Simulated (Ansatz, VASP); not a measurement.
# C (amorphous carbon) in two plane-wave programs

Aim: how closely do two programs agree when they are given the same cell, functional and k mesh? The cell is taken from a series of runs on this material, whose earlier steps may have relaxed, scaled, displaced or heated it; both programs get it as it stands.

Main program and level: Ansatz 0.2.0; plane waves, with VASP 6.6.1 beside it; single point at PBE.

## 1. The structure

The cell holds 150 atoms: 150 C. Its edges and angles: a = 10.082 Å, b = 10.082 Å, c = 10.082 Å, α = 90.0°, β = 90.0°, γ = 90.0°. As first built, before any earlier steps moved the atoms (in the runner's words): 150 atoms (150 C) placed at random at 2.92 g/cm^3, melted at 6000 K for 10 ps at fixed volume with the Tersoff potential (Tersoff, Phys. Rev. B 39, 5566 (1989)). Quenched from 6000 K to 300 K at 100 K/ps and fixed volume, held 5 ps, then minimised at fixed cell.

## 2. VASP: single point, PBE

With cell and atoms fixed, the geometry can't cause a difference; cores, projectors, grids and the points listed under the comparison can.

Lines of VASP's logs that name or quote its potential files are left out, and so is its time.

The input, INCAR:

```
SYSTEM = C
PREC = Accurate
ENCUT = 520
EDIFF = 1E-06
NELM = 120
ISMEAR = 0
SIGMA = 0.05
LREAL = Auto
ALGO = Normal
GGA = PE
NBANDS = 405
LORBIT = 11
LWAVE = .FALSE.
LCHARG = .FALSE.
ISIF = 2
LASPH = .TRUE.
GGA_COMPAT = .FALSE.
```

The input, POSCAR:

```
C
1.0
   10.0824000000      0.0000000000      0.0000000000
    0.0000000000     10.0824000000      0.0000000000
    0.0000000000      0.0000000000     10.0824000000
C
150
Direct
    0.1863200000      0.2434800000      0.6983600000
    0.4139300000      0.1569100000      0.7706800000
    0.0697100000      0.1793100000      0.3368800000
    0.0345400000      0.4757400000      0.6477900000
    0.0729700000      0.2225900000      0.4731500000
    0.3301200000      0.9201000000      0.7622000000
    0.4992600000      0.5473600000      0.8920600000
    0.3507600000      0.1993300000      0.3426200000
    0.1400100000      0.2579000000      0.9746400000
    0.6289600000      0.7674900000      0.0642700000
    0.8600700000      0.5099500000      0.3972600000
    0.0177700000      0.0101000000      0.9676800000
    0.6648700000      0.7296700000      0.9265100000
    0.3641600000      0.8508100000      0.0271600000
    0.0027100000      0.8436600000      0.4898400000
    0.6248400000      0.8160200000      0.3333600000
    0.1982300000      0.6153300000      0.7374600000
    0.7299900000      0.7152400000      0.5863600000
    0.8528100000      0.4538400000      0.9456000000
    0.2258400000      0.1388200000      0.9476300000
    0.6220100000      0.3648400000      0.0009700000
    0.1689400000      0.9940400000      0.9511800000
    0.8575900000      0.2730800000      0.2899400000
    0.8106000000      0.3134800000      0.1487300000
    0.6659000000      0.4990400000      0.0522700000
    0.9908000000      0.4372000000      0.9087500000
    0.9214300000      0.9685200000      0.0771000000
    0.4798200000      0.0500900000      0.0933300000
    0.0573700000      0.2459600000      0.0942900000
    0.1954800000      0.2200000000      0.5507200000
[... 114 atom lines left out ...]
    0.4713200000      0.4487200000      0.4992800000
    0.8245600000      0.6068800000      0.6369600000
    0.5176000000      0.7637900000      0.7115500000
    0.3198500000      0.3863900000      0.8438000000
    0.0454200000      0.7874300000      0.6214800000
    0.8704200000      0.3635100000      0.4055400000
```

The input, KPOINTS:

```
Automatic mesh
0
Gamma
1 1 1
0 0 0
```

Potentials, in the order of the species: C (PBE family, release 64).

Started as:

```sh
export OMP_NUM_THREADS=3
mpirun -np 1 vasp_gam
```

Numbers of over 12 decimals in the logs are rounded to 6 here.

What it wrote:

```text
[banner, memory and clock lines left out]
running    1 mpi-ranks, on    1 nodes
[...]
Offloading initialized ...    1 GPUs detected
[...]
LDA part: xc-table for (Slater+PW92), standard interpolation
 POSCAR, INCAR and KPOINTS ok, starting setup
[...]
entering main loop
       N       E                     dE             d eps       ncg     rms          rms(c)
DAV:   1     0.407334614401E+04    0.40733E+04   -0.35949E+05   810   0.151E+03
DAV:   2    -0.888058077088E+03   -0.49614E+04   -0.46576E+04  1031   0.344E+02
DAV:   3    -0.127846123190E+04   -0.39040E+03   -0.37582E+03   980   0.925E+01
DAV:   4    -0.128928049904E+04   -0.10819E+02   -0.10710E+02   972   0.163E+01
[...]
DAV:  18    -0.123405240889E+04   -0.23620E-04   -0.10526E-04   940   0.161E-02    0.163E-02
DAV:  19    -0.123405241236E+04   -0.34717E-05   -0.32597E-05   924   0.899E-03    0.762E-03
DAV:  20    -0.123405241282E+04   -0.45800E-06   -0.57910E-06   748   0.395E-03
   1 F= -.12340524E+04 E0= -.12340348E+04  d E =-.352068E-01
```

Parts of OUTCAR (step 2):

```text
  FREE ENERGIE OF THE ION-ELECTRON SYSTEM (eV)
  ---------------------------------------------------
  free  energy   TOTEN  =     -1234.0524128217 eV

  energy  without entropy=    -1234.0172060023  energy(sigma->0) =    -1234.03480941
```

The run ends at a pressure of 2.78 GPa, with forces up to 4.4 eV/Å.

## 3. Ansatz: single point, PBE

Ansatz runs on its default PAW (the set named soft_2) files.

The same cell, functional, mesh and smearing now go to Ansatz, which takes its cutoff from its data sets.

The input, input.yaml:

```yaml
crystal:
  lattice:
    - [10.0824, 0.0, 0.0]
    - [0.0, 10.0824, 0.0]
    - [0.0, 0.0, 10.0824]
  atoms:
    - { symbol: C, position: [0.18632, 0.24348, 0.69836] }
    - { symbol: C, position: [0.41393, 0.15691, 0.77068] }
    - { symbol: C, position: [0.06971, 0.17931, 0.33688] }
    - { symbol: C, position: [0.03454, 0.47574, 0.64779] }
    - { symbol: C, position: [0.07297, 0.22259, 0.47315] }
    - { symbol: C, position: [0.33012, 0.9201, 0.7622] }
    - { symbol: C, position: [0.49926, 0.54736, 0.89206] }
    - { symbol: C, position: [0.35076, 0.19933, 0.34262] }
    - { symbol: C, position: [0.14001, 0.2579, 0.97464] }
    - { symbol: C, position: [0.62896, 0.76749, 0.06427] }
    - { symbol: C, position: [0.86007, 0.50995, 0.39726] }
    - { symbol: C, position: [0.01777, 0.0101, 0.96768] }
    - { symbol: C, position: [0.66487, 0.72967, 0.92651] }
    - { symbol: C, position: [0.36416, 0.85081, 0.02716] }
    - { symbol: C, position: [0.00271, 0.84366, 0.48984] }
    - { symbol: C, position: [0.62484, 0.81602, 0.33336] }
    - { symbol: C, position: [0.19823, 0.61533, 0.73746] }
    - { symbol: C, position: [0.72999, 0.71524, 0.58636] }
    - { symbol: C, position: [0.85281, 0.45384, 0.9456] }
    - { symbol: C, position: [0.22584, 0.13882, 0.94763] }
    - { symbol: C, position: [0.62201, 0.36484, 0.00097] }
    - { symbol: C, position: [0.16894, 0.99404, 0.95118] }
    - { symbol: C, position: [0.85759, 0.27308, 0.28994] }
    - { symbol: C, position: [0.8106, 0.31348, 0.14873] }
    - { symbol: C, position: [0.6659, 0.49904, 0.05227] }
    - { symbol: C, position: [0.9908, 0.4372, 0.90875] }
    - { symbol: C, position: [0.92143, 0.96852, 0.0771] }
    - { symbol: C, position: [0.47982, 0.05009, 0.09333] }
    - { symbol: C, position: [0.05737, 0.24596, 0.09429] }
    - { symbol: C, position: [0.19548, 0.22, 0.55072] }
[... 114 atom lines left out ...]
    - { symbol: C, position: [0.47132, 0.44872, 0.49928] }
    - { symbol: C, position: [0.82456, 0.60688, 0.63696] }
    - { symbol: C, position: [0.5176, 0.76379, 0.71155] }
    - { symbol: C, position: [0.31985, 0.38639, 0.8438] }
    - { symbol: C, position: [0.04542, 0.78743, 0.62148] }
    - { symbol: C, position: [0.87042, 0.36351, 0.40554] }
kpoints:
  mp_grid: { grid: [1, 1, 1] }
hamiltonian:
  xc: pbe
scf:
  occupations: { method: gaussian, width: 0.05 }
output:
  forces: true
```

Started as:

```sh
ansatz run input.yaml --threads 4 --pin off --max-ram 8192MiB --backend cpu --events-out ev --progress --plain --runs-dir out
```

What it wrote:

```text
Engine: ansatz 0.2.0, aarch64-unknown-linux-gnu
Pseudopotentials: kind: paw
Pseudopotential: C, paw, valence charge 4, recommended cutoff 420 eV (normal), C.paw.azcp
Functional definition: PBE
  parameter kappa = 0.804
  parameter beta = 0.066725
  exchange = pbe_x(kappa = kappa, mu = beta*pi^2/3)
  correlation = pbe_c(beta = beta)
Crystal: 150 atoms, lattice volume = 1024.924 Å³
Basis set: ecut = 420 eV, 20005 PW (Γ), exchange–correlation on 144×144×144 points (8 copies of the dense FFT grid, shifted against one another)
Bands: 450, of which v1, the nominal top of the filled ones, is band 300 counted from 1 (299 counted from 0)
Symmetry: 1 space group operations
Space group: P1 (ITA 1), of the structure as read, at distance tolerance 1.0e-4 Å
k-points: 1
Non-local potential: C, projectors of the file, l = 0: 2, l = 1: 2, l = 2: 1
PAW form: soft (Blöchl's): semilocal exchange-correlation on the pseudo side does not see the compensation charge
PAW one-centre angular grid: C, 110 points (default); XC on 64 Gauss nodes
Initial density: superposition of atomic densities (neutral atoms: chi_scale 0, normalization atom), corrected by the library's trained network
Initial wavefunctions: pseudopotential atomic-orbital guess
Functional: x = pbe(κ = 0.804, μ = 0.219515), c = pbe(β = 0.066725)
SCF iter   1: F=—  HF=-37491.903134 eV  |F-HF|=—  |Δ(HF+E_count)|=         —  Δρ=1.69e-2  dr2=4.76e0  ethr=1.77e-3  ⟨swp⟩=6.0  Hψ=1828  notcnv=0  defer=113
preconditioner: auto → Resta (q_TF=auto, 2.495 Å⁻¹)  ε∞=4.6  [insulator: Δε(μ)=0.089 eV  Ē_g=14.875 eV  σ=0.050 eV  W_gap=0.79  n_scr=256 (ndim 8)  ℏωp=28.4 eV  f_vac=0.002  D(μ)=21.26/eV (n_scr^D=122)  ε∞_Penn≈4.6]
SCF iter   2: F=—  HF=-37491.378128 eV  |F-HF|=—  |Δ(HF+E_count)|=   5.25e-1  Δρ=7.86e-3  dr2=9.83e-1  ethr=7.94e-4  ⟨swp⟩=1.0  Hψ=518  notcnv=0  defer=115
SCF iter   3: F=—  HF=-37491.235503 eV  |F-HF|=—  |Δ(HF+E_count)|=   1.43e-1  Δρ=1.80e-3  dr2=3.67e-2  ethr=1.64e-4  ⟨swp⟩=3.0  Hψ=579  notcnv=0  defer=138
SCF iter   4: F=—  HF=-37491.232705 eV  |F-HF|=—  |Δ(HF+E_count)|=   2.80e-3  Δρ=6.76e-4  dr2=6.48e-3  ethr=6.11e-6  ⟨swp⟩=3.0  Hψ=666  notcnv=0  defer=35
automatic band count: iteration 4 solves 347 bands in place of 450: the levels show a gap, and the empty bands left out lie too high to hold charge; the band table lists the bands solved (type scf.n_extra_bands for more)
SCF iter   5: F=—  HF=-37491.232343 eV  |F-HF|=—  |Δ(HF+E_count)|=   3.62e-4  Δρ=1.54e-4  dr2=2.78e-4  ethr=1.08e-6  ⟨swp⟩=2.0  Hψ=328  notcnv=0  defer=35
SCF iter   6: F=—  HF=-37491.232347 eV  |F-HF|=—  |Δ(HF+E_count)|=   3.58e-6  Δρ=5.33e-5  dr2=4.03e-5  ethr=4.64e-8  ⟨swp⟩=3.0  Hψ=616  notcnv=0  defer=35
SCF iter   7: F=—  HF=-37491.234288 eV  |F-HF|=—  |Δ(HF+E_count)|=   1.94e-3  Δρ=1.40e-5  dr2=2.36e-6  ethr=6.71e-9  ⟨swp⟩=3.0  Hψ=547  notcnv=0  defer=35
SCF iter   8: F=—  HF=-37491.234289 eV  |F-HF|=—  |Δ(HF+E_count)|=   1.06e-6  Δρ=4.34e-6  dr2=2.95e-7  ethr=3.93e-10  ⟨swp⟩=3.0  Hψ=776  notcnv=0  defer=35
SCF iter   9: F=-37491.234290 eV  HF=-37491.234290 eV  |F-HF|=4.53e-9  |Δ(HF+E_count)|=   8.78e-8  Δρ=1.21e-6  dr2=2.84e-8  ethr=1.67e-11  ⟨swp⟩=3.0  Hψ=952  notcnv=0
SCF 1 converged in 9 iterations: F = -37491.234290 eV  dr2 = 2.84e-8
  greatest PAW one-centre occupation: 0.692 electrons in one spin orbital (limit 2), on the C atom at site 75 (counted from 0), in its partial waves of l = 0
SCF converged after 9 iterations
Free energy (F): -37491.234290 eV
Harris-Foulkes:  -37491.234290 eV  (|F-HF|=4.53e-9)
Internal energy: -37491.199013 eV  (E = F + TS)
E sigma→0 (E₀):  -37491.216651 eV
Entropy (-TS):   -0.035276 eV (-0.235 meV/atom)
Fermi energy:    10.806343 eV
--- Per-component energies (eV) ---
  E_band       = 942.083768
  E_kinetic    = 13562.099395
  E_local      = -14634.357841  (includes V_loc(G=0)·N_el)
  E_nonlocal   = 4049.580008
  E_hartree    = 3931.115980
  E_xc         = -7198.510039
  E_vxc        = -8923.437622  (∫ρ·V_xc dr)
  E_paw        = -14864.175156  (= ΣΔE_a)
  E_vpaw       = -974.031931  (= ΣTr[D̂ρ^β])
  E_aug_tail   = 0.001072  (compensation charges beyond the density's cutoff)
  E_ewald      = -22336.952432
  E_smearing   = -0.035276  (= −TS)
  E_closure    = -0.000000  (closes the sum)
  Σ components = -37491.234290   (vs F -37491.234290, Δ=0.00e0)
--- Forces (eV/Å), atoms counted from 1 ---
  atom   1  C      1.31983482     1.17973428     0.39330003
  atom   2  C      0.56501463    -0.33524047     0.36011032
  atom   3  C     -1.03100156     1.23984290     0.65676829
  atom   4  C     -0.26929432     0.27072202     0.87241279
  atom   5  C      1.58451895     0.03095156     0.34671472
  atom   6  C     -1.37786996    -0.71499108     0.46295605
  atom   7  C      0.10393999    -1.60070570    -0.75742081
  atom   8  C      0.05231902    -1.43363411    -0.67852288
  atom   9  C     -1.66469128    -0.22541090    -0.63615505
  atom  10  C      1.00968486     2.24648793     3.13646861
  atom  11  C     -1.82703155    -0.90351307    -1.29194846
  atom  12  C     -1.54132158     0.38210534     0.72441968
  atom  13  C      0.58419111     1.26261969     1.52717373
  atom  14  C     -3.20525077     0.24116419     1.35648477
  atom  15  C     -0.59378766    -0.67676715    -0.72014811
  atom  16  C     -0.45699371    -2.30469754    -0.36506757
  atom  17  C      0.76269048     1.19909652    -1.94574678
  atom  18  C      1.86583354    -2.31177864     2.11993135
  atom  19  C     -0.32837887     2.98679698    -1.04537543
  atom  20  C      1.55108350     0.99196448     0.55681957
  atom  21  C     -1.64087060     0.39237152    -1.47741087
  atom  22  C     -0.23550756     1.34950802    -0.03714962
  atom  23  C      0.88461448     1.76845113     2.12418951
  atom  24  C     -0.43322739    -1.90545625     1.83903914
[...]
atom 143  C     -0.03446373    -0.75238470    -1.64735121
  atom 144  C     -1.22220142    -0.06357530     2.28690038
  atom 145  C      0.16986037    -1.05813487     0.91605315
  atom 146  C     -1.07369930     2.06132918    -2.44946787
  atom 147  C      3.09400429     0.84286166     0.61997642
  atom 148  C     -0.66383391    -1.71020192     0.75917071
  atom 149  C     -0.28628180    -1.85545661     1.37388753
  atom 150  C      1.37935461     0.56207865    -1.39821997
  max |Σ_I F_I| component: 3.34e-5 eV/Å
```

Reading the cycles: dr2 is the Hartree energy of the density residual (eV), the measure of convergence; HF is the Harris–Foulkes estimate of the energy, which meets the free energy F at convergence.

## 4. Side by side

Known differences besides the potentials themselves: the cutoff is 420 eV in Ansatz and 520 eV in VASP (PREC = Accurate, projectors in real space). Total energies have different zeros and are not compared.

Forces on 10 of the 150 atoms, those with the largest forces and the largest differences (eV/Å; atoms numbered as in POSCAR):

```csv
atom,"Ansatz x, y, z","VASP x, y, z"
C10,"1.010, 2.246, 3.136","0.995, 2.230, 3.148"
C17,"0.763, 1.199, -1.946","0.783, 1.165, -1.946"
C29,"-3.660, 1.588, 0.921","-3.659, 1.588, 0.950"
C38,"4.141, 0.274, -0.887","4.140, 0.289, -0.895"
C53,"-2.447, -1.401, -2.708","-2.445, -1.410, -2.718"
C72,"-1.061, -3.875, -1.902","-1.052, -3.876, -1.913"
C74,"-0.556, -1.553, 2.315","-0.566, -1.533, 2.347"
C88,"3.570, 0.978, -1.807","3.579, 0.984, -1.816"
C110,"4.171, -0.486, 0.766","4.180, -0.497, 0.757"
C129,"2.449, -0.317, 0.776","2.480, -0.293, 0.773"
```

The forces differ by 12 meV/Å r.m.s., which is 0.9 % of the r.m.s. force of 1.343 eV/Å (both taken over all components).

## 5. Summary of results

* r.m.s. force difference (single point, PBE): 0.93 % of the r.m.s. force

In words: The r.m.s. force difference is 0.93 % of the r.m.s. force (single point, PBE), within the 3 % picked in this series as the mark of a large difference. Such differences can come from data sets, numerical settings and the points named under the comparisons, not from the functional's error against experiment.

[Lines on the potential files, build, host, timing and source positions are cut from VASP's logs without a mark.]

[Logs are printed without paths, hosts, clocks, repeated set-up lines and the standing remarks that a program may print on its own settings, such as how far it seeks lower states.]

[Hosts, paths, dates, database ids (printed as entryN), source tags and the programs' standing remarks are cut or masked in the printed files.]
